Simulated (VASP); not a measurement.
Input:

```
GdN
1.0
    0.00000     2.48228     2.48228
    2.48228     0.00000     2.48228
    2.48228     2.48228     0.00000
Gd N
1 1
Direct
  0.00000   0.00000   0.00000
  0.50000   0.50000   0.50000
```

The numbers are results of r2SCAN meta-GGA, VASP's PBE PAW potentials (set 64) (plane waves; VASP), not measurements. Run with 520 eV cut-off, 10×10×10 Γ-centred mesh, tetrahedra with Blöchl corrections, potentials Gd_3 N.

The 4f electrons are frozen in the core of the lanthanide potential, so 4f levels, which can set the real gap, and their magnetism are missing.

Give the energies of bands 5 to 10 at the high-symmetry points, in eV from the valence-band maximum.

```json
[
 {"band": "5", "Γ": "0.00", "X": "-1.12", "U": "-2.11", "L": "-4.08", "W": "-2.24"},
 {"band": "6", "Γ": "0.00", "X": "-0.26", "U": "-1.32", "L": "-2.41", "W": "-1.29"},
 {"band": "7", "Γ": "0.00", "X": "-0.26", "U": "-1.28", "L": "-2.41", "W": "-1.29"},
 {"band": "8", "Γ": "3.39", "X": "0.32", "U": "2.67", "L": "5.77", "W": "4.30"},
 {"band": "9", "Γ": "3.39", "X": "5.75", "U": "5.76", "L": "6.09", "W": "4.30"},
 {"band": "10", "Γ": "3.39", "X": "7.57", "U": "6.77", "L": "6.95", "W": "5.76"}
]
```

The gap is indirect, 0.32 eV, from the valence maximum at Γ to the conduction minimum at X.

The compound is GdN in the rock salt structure. It was relaxed first.
